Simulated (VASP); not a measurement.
The system is HgRuC6.

```
CELL_PARAMETERS angstrom
0.00000 3.86456 3.86456
3.86456 0.00000 3.86456
3.86456 3.86456 0.00000
ATOMIC_POSITIONS crystal
Hg 0.50000 0.50000 0.50000
Ru 0.00000 0.00000 0.00000
C 0.50000 0.00000 0.00000
C 0.00000 0.50000 0.50000
C 0.00000 0.50000 0.00000
C 0.50000 0.00000 0.50000
C 0.00000 0.00000 0.50000
C 0.50000 0.50000 0.00000
```

The cell was built by a generator and needn't be a form met in nature.

The cell isn't the ideal one: species swapped into the MnCuPt6 type (Fm-3m, No. 225).

* Program: VASP 6.6.1
* Task: relaxation of cell and atoms
* Functional: PBE
* Potentials or basis: VASP PAW PBE potentials, release 64 (Hg, Ru_pv, C)
* Cutoff: 600 eV
* k mesh: 4 × 4 × 4
* Occupations: gaussian, width 0.1 eV
* Spin: no spin polarisation

At the start: pressure -27.4 GPa; volume 14.43 Å³/atom.

Problem. How do energy, volume and symmetry change on relaxing?

Solution. Over 3 steps the energy falls by 530.1 meV/atom and the volume is 10.01 Å³/atom (-30.6 %); space group Fm-3m (No. 225, to 0.05 Å).

Step by step:
| step | energy change (eV) | largest force (eV/Å) | pressure (GPa) | volume (Å³) |
| --- | --- | --- | --- | --- |
| 1 | 0.0000 | 0.0000 | -27.44 | 115.43 |
| 2 | -4.2303 | 0.0000 | 2.76 | 78.87 |
| 3 | -4.2405 | 0.0000 | 0.08 | 80.08 |

Final structure:
```
Hg Ru C
1.0
     0.00000    3.42104    3.42104
     3.42104    0.00000    3.42104
     3.42104    3.42104    0.00000
Hg Ru C
1 1 6
Direct
  0.50000 0.50000 0.50000
  0.00000 0.00000 0.00000
  0.50000 0.00000 0.00000
  0.00000 0.50000 0.50000
  0.00000 0.50000 0.00000
  0.50000 0.00000 0.50000
  0.00000 0.00000 0.50000
  0.50000 0.50000 0.00000
```

Caveat: the volume moved by over 15 % at a fixed basis, so the end points are rough.
